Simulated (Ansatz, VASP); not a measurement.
**Cross-check of Hf3C between VASP and Ansatz**

Aim: how closely do two programs agree when they are given the same cell, functional and k mesh? The cell is invented: As first built, before any earlier steps moved the atoms: it takes the Nb3Si structure with all of its atoms replaced by other elements, volume scaled by an estimate. It may not be a known or stable phase. The cell comes out of the VASP series on this material, whose earlier steps may have relaxed, scaled or displaced it; both programs get it as it stands.

Main program and level: Ansatz 0.2.0; plane waves, with VASP 6.6.1 beside it; relaxation of cell and atoms at PBE.

**1. The structure**

The structure is cubic, space group Pm-3n (No. 223). Conventional cell: a = 5.207 Å, b = 5.207 Å, c = 5.207 Å, α = 90.00°, β = 90.00°, γ = 90.00°. Hf has 2 Hf at 2.60 Å and 4 C at 2.91 Å nearest. C has 12 Hf at 2.91 Å nearest. As first built, before any earlier steps moved the atoms: sites of the Nb3Si structure (space group 223) filled with other elements, volume scaled by an estimate. Farther neighbours are not listed.

**2. Ansatz: relaxation of cell and atoms, PBE**

Ansatz runs on its default PAW (the set named soft_2) files.

The relaxed volume is the usual yardstick between codes: its relative difference is about their pressure difference at one cell divided by the bulk modulus.

Input file input.yaml:

```yaml
crystal:
  lattice:
    - [5.2069509179, 0.0, 0.0]
    - [0.0, 5.2069509179, 0.0]
    - [0.0, 0.0, 5.2069509179]
  atoms:
    - { symbol: Hf, position: [0.0, 0.5, 0.75] }
    - { symbol: Hf, position: [0.5, 0.25, 0.0] }
    - { symbol: Hf, position: [0.75, 0.0, 0.5] }
    - { symbol: Hf, position: [0.0, 0.5, 0.25] }
    - { symbol: Hf, position: [0.5, 0.75, 0.0] }
    - { symbol: Hf, position: [0.25, 0.0, 0.5] }
    - { symbol: C, position: [0.5, 0.5, 0.5] }
    - { symbol: C, position: [0.0, 0.0, 0.0] }
hamiltonian:
  xc: pbe
  pseudopotentials: { kind: paw }
kpoints:
  mp_grid: { grid: [4, 4, 4] }
scf:
  occupations: { method: fermi_dirac, width: 0.05 }
relax:
  f_tol: 0.01
  max_steps: 60
  cell: { stress_tol: 0.05 }
output:
  forces: true
  stress: true
```

Command:

```
ansatz run input.yaml --threads 4 --pin off --max-ram 9216MiB --backend cpu --events-out ev --progress --plain --runs-dir out
```

Numbers of over 12 decimals in the logs are rounded to 6 here.

The program printed:

```text
Engine: ansatz 0.2.0, aarch64-unknown-linux-gnu
Pseudopotentials: kind: paw
Pseudopotential: Hf, paw, valence charge 26, recommended cutoff 420 eV (normal), Hf.paw.azcp
Pseudopotential: C, paw, valence charge 4, recommended cutoff 420 eV (normal), C.paw.azcp
Functional definition: PBE
  parameter kappa = 0.804
  parameter beta = 0.066725
  exchange = pbe_x(kappa = kappa, mu = beta*pi^2/3)
  correlation = pbe_c(beta = beta)
Crystal: 8 atoms, lattice volume = 141.173 Å³
Basis set: ecut = 420 eV, 2777 PW (Γ), exchange–correlation on 72×72×72 points (8 copies of the dense FFT grid, shifted against one another)
Bands: 99, of which v1, the nominal top of the filled ones, is band 82 counted from 1 (81 counted from 0)
Symmetry: 48 space group operations
Space group: Pm-3n (ITA 223), of the structure as read, at distance tolerance 5.2e-5 Å
k-points: 10 of 64
Non-local potential: Hf, projectors of the file, l = 0: 3, l = 1: 2, l = 2: 2, l = 3: 3
Non-local potential: C, projectors of the file, l = 0: 2, l = 1: 2, l = 2: 1
PAW form: soft (Blöchl's): semilocal exchange-correlation on the pseudo side does not see the compensation charge
PAW one-centre angular grid: Hf, 590 points (default); XC on 64 Gauss nodes
PAW one-centre angular grid: C, 110 points (default); XC on 64 Gauss nodes
Initial density: superposition of atomic densities (neutral atoms: chi_scale 0, normalization atom), corrected by the library's trained network
Initial wavefunctions: pseudopotential atomic-orbital guess
Functional: x = pbe(κ = 0.804, μ = 0.219515), c = pbe(β = 0.066725)
SCF iter   1: F=—  HF=-94822.811258 eV  |F-HF|=—  |Δ(HF+E_count)|=         —  Δρ=5.16e-3  dr2=3.07e-2  ethr=1.77e-3  ⟨swp⟩=4.7  Hψ=2801  notcnv=0  defer=22
preconditioner: auto → Kerker (q_TF=auto, 2.797 Å⁻¹)  [metal: Δε(μ)=0.009 eV  Ē_g=16.954 eV  σ=0.050 eV  W_gap=0.04  n_scr=56 (ndim 8)  ℏωp=38.5 eV  f_vac=0.000  D(μ)=11.90/eV (n_scr^D=146)]
SCF iter   2: F=—  HF=-94822.810481 eV  |F-HF|=—  |Δ(HF+E_count)|=   7.76e-4  Δρ=3.00e-3  dr2=1.00e-2  ethr=1.87e-5  ⟨swp⟩=2.1  Hψ=1567  notcnv=0  defer=51
SCF iter   3: F=—  HF=-94822.811764 eV  |F-HF|=—  |Δ(HF+E_count)|=   1.28e-3  Δρ=5.80e-4  dr2=2.98e-4  ethr=6.12e-6  ⟨swp⟩=2.1  Hψ=1591  notcnv=0  defer=51
SCF iter   4: F=—  HF=-94822.811800 eV  |F-HF|=—  |Δ(HF+E_count)|=   3.58e-5  Δρ=2.76e-4  dr2=7.95e-5  ethr=1.82e-7  ⟨swp⟩=2.7  Hψ=1769  notcnv=0  defer=51
SCF iter   5: F=—  HF=-94822.811773 eV  |F-HF|=—  |Δ(HF+E_count)|=   2.70e-5  Δρ=9.66e-5  dr2=1.16e-5  ethr=4.85e-8  ⟨swp⟩=2.0  Hψ=1723  notcnv=0  defer=51
SCF iter   6: F=—  HF=-94822.812082 eV  |F-HF|=—  |Δ(HF+E_count)|=   3.10e-4  Δρ=2.49e-5  dr2=5.39e-7  ethr=7.06e-9  ⟨swp⟩=2.2  Hψ=1584  notcnv=0  defer=51
SCF iter   7: F=-94822.812082 eV  HF=-94822.812082 eV  |F-HF|=1.45e-8  |Δ(HF+E_count)|=   9.17e-8  Δρ=4.64e-6  dr2=3.35e-8  ethr=6.10e-11  ⟨swp⟩=7.1  Hψ=4753  notcnv=0
SCF 1 converged in 7 iterations: F = -94822.812082 eV  dr2 = 3.35e-8
  greatest PAW one-centre occupation: 0.998 electrons in one spin orbital (limit 2), on the Hf atom at site 4 (counted from 0), in its partial waves of l = 0
relax step   1: F+E_penalty+E_count = -94822.81208232 eV  Δ(F+E_penalty+E_count) = +0.000e0 eV  max|allowed force component| = 2.776e-17 eV/Å  Δτ_max = 0.0000 Å  P = +0.001 GPa  Ω = 141.173 Å³  (7 SCF iters, dr2 threshold 1.00e-7 eV, accepted)
Initial density: handed on by an earlier stage of this run
Initial wavefunctions: pseudopotential atomic-orbital guess (no wavefunctions were taken with the density)
iter 1 solved again at ethr=9.03e-9 eV; its pass at ethr=3.10e-3 eV (dr2=1.48e-5 eV) is discarded
SCF iter   1: F=—  HF=-94822.811776 eV  |F-HF|=—  |Δ(HF+E_count)|=         —  Δρ=4.69e-6  dr2=3.51e-8  ethr=9.03e-9  ⟨swp⟩=5.0  Hψ=7013  notcnv=0
preconditioner: auto → Kerker (q_TF=auto, 2.797 Å⁻¹)  [metal: Δε(μ)=0.021 eV  Ē_g=16.956 eV  σ=0.050 eV  W_gap=0.10  n_scr=56 (ndim 8)  ℏωp=38.5 eV  f_vac=0.000  D(μ)=12.33/eV (n_scr^D=146)]
SCF iter   2: F=—  HF=-94822.812082 eV  |F-HF|=—  |Δ(HF+E_count)|=   3.06e-4  Δρ=3.22e-6  dr2=1.31e-8  ethr=2.14e-11  ⟨swp⟩=3.7  Hψ=2044  notcnv=0
SCF iter   3: F=—  HF=-94822.812082 eV  |F-HF|=—  |Δ(HF+E_count)|=   1.22e-9  Δρ=1.31e-6  dr2=2.33e-9  ethr=7.99e-12  ⟨swp⟩=2.2  Hψ=1656  notcnv=0
SCF iter   4: F=—  HF=-94822.812082 eV  |F-HF|=—  |Δ(HF+E_count)|=  6.40e-10  Δρ=4.00e-7  dr2=3.49e-10  ethr=1.42e-12  ⟨swp⟩=2.2  Hψ=1630  notcnv=0
SCF iter   5: F=-94822.812082 eV  HF=-94822.812082 eV  |F-HF|=4.37e-11  |Δ(HF+E_count)|=  7.28e-11  Δρ=2.59e-7  dr2=5.07e-11  ethr=1.00e-12  ⟨swp⟩=7.0  Hψ=4378  notcnv=0
SCF 2 converged in 5 iterations: F = -94822.812082 eV  dr2 = 5.07e-11
  greatest PAW one-centre occupation: 0.998 electrons in one spin orbital (limit 2), on the Hf atom at site 5 (counted from 0), in its partial waves of l = 0
relax step   2: F+E_penalty+E_count = -94822.81208234 eV  Δ(F+E_penalty+E_count) = -1.452e-8 eV  max|allowed force component| = 1.615e-17 eV/Å  Δτ_max = 0.0000 Å  P = +0.001 GPa  Ω = 141.173 Å³  stress off target by 5.24e-4 GPa  SCF on the basis re-selected at this cell (its energy is not comparable with the rows above)  (5 SCF iters)
basis re-selected at this cell: Δ(F+E_penalty+E_count) = -1.452e-8 eV, ΔP = -0.000 GPa vs the last step (what re-selecting the basis moved, of the pressure what is left beyond the Pulay correction that the steps carried, after the strain that the cell walked since its last selection, with what the two solves' SCF thresholds leave and, on support functions, any second-order correction that the steps lacked; it is no m [...]
SCF converged after 5 iterations
Free energy (F): -94822.812082 eV
Harris-Foulkes:  -94822.812082 eV  (|F-HF|=4.37e-11)
Internal energy: -94822.714091 eV  (E = F + TS)
E sigma→0 (E₀):  -94822.763087 eV
Entropy (-TS):   -0.097991 eV (-12.249 meV/atom)
Fermi energy:    19.828147 eV
--- Per-component energies (eV) ---
  E_band       = 345.594328
  E_kinetic    = 2724.966792
  E_local      = -31704.660377  (includes V_loc(G=0)·N_el)
  E_nonlocal   = -7411.533056
  E_hartree    = 14971.344421
  E_xc         = -1898.230358
  E_vxc        = -1718.724979  (∫ρ·V_xc dr)
  E_paw        = -41766.699632  (= ΣΔE_a)
  E_vpaw       = 8512.857267  (= ΣTr[D̂ρ^β])
  E_aug_tail   = 0.000000  (compensation charges beyond the density's cutoff)
  E_ewald      = -29737.901880
  E_smearing   = -0.097991  (= −TS)
  E_closure    = -0.000000  (closes the sum)
  Σ components = -94822.812082   (vs F -94822.812082, Δ=0.00e0)
--- Forces (eV/Å), atoms counted from 1 ---
  atom   1  Hf    -0.00000000     0.00000000     0.00000000
  atom   2  Hf    -0.00000000     0.00000000     0.00000000
  atom   3  Hf    -0.00000000     0.00000000     0.00000000
  atom   4  Hf    -0.00000000     0.00000000     0.00000000
  atom   5  Hf     0.00000000    -0.00000000     0.00000000
  atom   6  Hf     0.00000000    -0.00000000     0.00000000
  atom   7  C      0.00000000     0.00000000     0.00000000
  atom   8  C      0.00000000     0.00000000     0.00000000
  max |Σ_I F_I| component: 1.88e-17 eV/Å
--- Stress (GPa, compression-positive) ---
        0.000524       0.000000       0.000000
        0.000000       0.000524       0.000000
        0.000000      -0.000000       0.000524
  P = ⅓ Tr σ = 0.0005 GPa (0.005 kbar)
--- Relaxed structure (1 steps of the walk, 1 accepted, 1 SCFs on fresh bases) ---
  F+E_penalty+E_count = -94822.81208234 eV   max|allowed force component| = 1.615e-17 eV/Å   (the final SCF, on the basis selected at the relaxed cell)
  cell:  # Å, volume = 141.1726 Å³
    - [5.2069509179, 0.0, 0.0]
    - [0.0, 5.2069509179, 0.0]
    - [0.0, 0.0, 5.2069509179]
  atoms:
    - { symbol: Hf, position: [0.0, 0.5, 0.75] }
    - { symbol: Hf, position: [0.5, 0.25, 0.0] }
    - { symbol: Hf, position: [0.75, 0.0, 0.5] }
    - { symbol: Hf, position: [0.0, 0.5, 0.25] }
    - { symbol: Hf, position: [0.5, 0.75, 0.0] }
    - { symbol: Hf, position: [0.25, 0.0, 0.5] }
    - { symbol: C, position: [0.5, 0.5, 0.5] }
    - { symbol: C, position: [0.0, 0.0, 0.0] }
```

Run time: 5.2 s. Hardware: 4 threads of Arm Neoverse V1, shared host; peak memory 0.64 GiB.

(Continued in part 2 of 2.)

[Lines on the potential files, build, host, timing and source positions are cut from VASP's logs without a mark.]

[Logs are printed without paths, hosts, clocks, repeated set-up lines and the standing remarks that a program may print on its own settings, such as how far it seeks lower states.]

[Hosts, paths, dates, database ids (printed as entryN), source tags and the programs' standing remarks are cut or masked in the printed files.]
